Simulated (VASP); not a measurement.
Method: PBE GGA, VASP's PBE PAW potentials (set 64) (plane waves; VASP 6.6.1).

A VASP calculation is set up with these files.

KPOINTS:
```
Automatic mesh
0
Gamma
14 14 14
0 0 0
```

POSCAR:
```
GdN
1
    0.0000000000     2.4900000000     2.4900000000
    2.4900000000     0.0000000000     2.4900000000
    2.4900000000     2.4900000000     0.0000000000
Gd N
1 1
Direct
  0.0000000000   0.0000000000   0.0000000000
  0.5000000000   0.5000000000   0.5000000000
```

**INCAR**
```
SYSTEM = GdN
PREC = Accurate
ENCUT = 520
EDIFF = 1E-7
NELM = 100
ALGO = Normal
LREAL = .FALSE.
LASPH = .TRUE.
ISMEAR = -5
GGA = PE
LMAXMIX = 6
LWAVE = .FALSE.
LCHARG = .TRUE.
LORBIT = 11
NEDOS = 601
ISIF = 2
```

POTCAR, in this order: Gd_3 N (PBE.64 set). Program: vasp_std.

The run wrote:

### OUTCAR
```
 ion  position               nearest neighbor table
   1  0.000  0.000  0.000-   2 2.49   2 2.49   2 2.49   2 2.49   2 2.49   2 2.49
   2  0.500  0.500  0.500-   1 2.49   1 2.49   1 2.49   1 2.49   1 2.49   1 2.49
  LATTYP: Found a face centered cubic cell.
 ALAT       =     4.9800000000
 Subroutine PRICEL returns:
 Original cell was already a primitive cell.
 Subroutine GETGRP returns: Found 48 space group operations
The static configuration has the point symmetry O_h .
The dynamic configuration has the point symmetry O_h .
 Subroutine INISYM returns: Found 48 space group operations
 Subroutine IBZKPT returns following result:
 Found    104 irreducible k-points:

 Following reciprocal coordinates:
            Coordinates               Weight
  0.000000  0.000000  0.000000      1.000000
  0.071429  0.000000  0.000000      8.000000
  0.142857  0.000000  0.000000      8.000000
  0.214286  0.000000  0.000000      8.000000
  0.285714  0.000000  0.000000      8.000000
  0.357143  0.000000  0.000000      8.000000
  0.428571  0.000000  0.000000      8.000000
  0.500000  0.000000  0.000000      4.000000
  0.071429  0.071429  0.000000      6.000000
...
```

File OSZICAR:
```
       N       E                     dE             d eps       ncg     rms          rms(c)
DAV:   1     0.453742996906E+02    0.45374E+02   -0.68052E+03  2288   0.118E+03
DAV:   2    -0.157116469676E+02   -0.61086E+02   -0.58021E+02  3101   0.241E+02
DAV:   3    -0.184518663097E+02   -0.27402E+01   -0.27130E+01  2994   0.416E+01
DAV:   4    -0.184860689942E+02   -0.34203E-01   -0.34137E-01  2921   0.437E+00
DAV:   5    -0.184866531832E+02   -0.58419E-03   -0.58399E-03  3006   0.467E-01    0.268E+01
DAV:   6    -0.163647808631E+02    0.21219E+01   -0.19217E+01  2672   0.265E+01    0.246E+01
DAV:   7    -0.161675195120E+02    0.19726E+00   -0.14758E+00  2650   0.796E+00    0.170E+01
DAV:   8    -0.161706360399E+02   -0.31165E-02   -0.12911E-01  2546   0.372E+00    0.589E+00
DAV:   9    -0.161652622675E+02    0.53738E-02   -0.19709E-02  2841   0.109E+00    0.541E-01
DAV:  10    -0.161655221841E+02   -0.25992E-03   -0.59246E-04  3119   0.231E-01    0.417E-01
DAV:  11    -0.161654990689E+02    0.23115E-04   -0.15622E-04  2871   0.889E-02    0.220E-02
DAV:  12    -0.161654999627E+02   -0.89376E-06   -0.52067E-06  2862   0.229E-02    0.118E-02
DAV:  13    -0.161654997357E+02    0.22700E-06   -0.11632E-06  3155   0.736E-03    0.387E-03
DAV:  14    -0.161654998125E+02   -0.76841E-07   -0.40174E-08  1777   0.210E-03
   1 F= -.16165500E+02 E0= -.16165500E+02  d E =0.000000E+00
```

**OUTCAR**
```
------------------------ aborting loop because EDIFF is reached ----------------------------------------
  FORCE on cell =-STRESS in cart. coord.  units (eV):
  Direction    XX          YY          ZZ          XY          YZ          ZX
  --------------------------------------------------------------------------------------
  Total        0.0121975      0.0121975      0.0121975      0.0000000      0.0000000     -0.0000000
  in kB        0.6329278      0.6329278      0.6329278      0.0000000      0.0000000     -0.0000000
  external PRESSURE =       0.6329278 kB  Pullay stress =       0.0000000 kB
  volume of cell :       30.88
      direct lattice vectors                 reciprocal lattice vectors
     0.000000000  2.490000000  2.490000000    -0.200803213  0.200803213  0.200803213
     2.490000000  0.000000000  2.490000000     0.200803213 -0.200803213  0.200803213
     2.490000000  2.490000000  0.000000000     0.200803213  0.200803213 -0.200803213
 POSITION                                       TOTAL-FORCE (eV/Angst)
 -----------------------------------------------------------------------------------
      0.00000      0.00000      0.00000         0.000000     -0.000000      0.000000
      2.49000      2.49000      2.49000        -0.000000      0.000000     -0.000000
 -----------------------------------------------------------------------------------
    total drift:                                0.000000      0.000000      0.000000
  FREE ENERGIE OF THE ION-ELECTRON SYSTEM (eV)
  ---------------------------------------------------
  free  energy   TOTEN  =       -16.1654998125 eV

  energy  without entropy=      -16.1654998125  energy(sigma->0) =      -16.16549981

 total charge

# of ion       s       p       d       tot
------------------------------------------
    1        0.259   6.597   1.261   8.118
    2        1.248   2.391   0.000   3.639
--------------------------------------------------
tot          1.507   8.988   1.261  11.757
```
(Selected blocks of OUTCAR.)

The 4f electrons are frozen in the core of the lanthanide potential, so 4f levels, which can set the real gap, and their magnetism are missing. For a metal the tetrahedron method with Blöchl corrections gives inexact stress and forces.

The compound is GdN in the rock salt structure. The cell was not relaxed at this level.
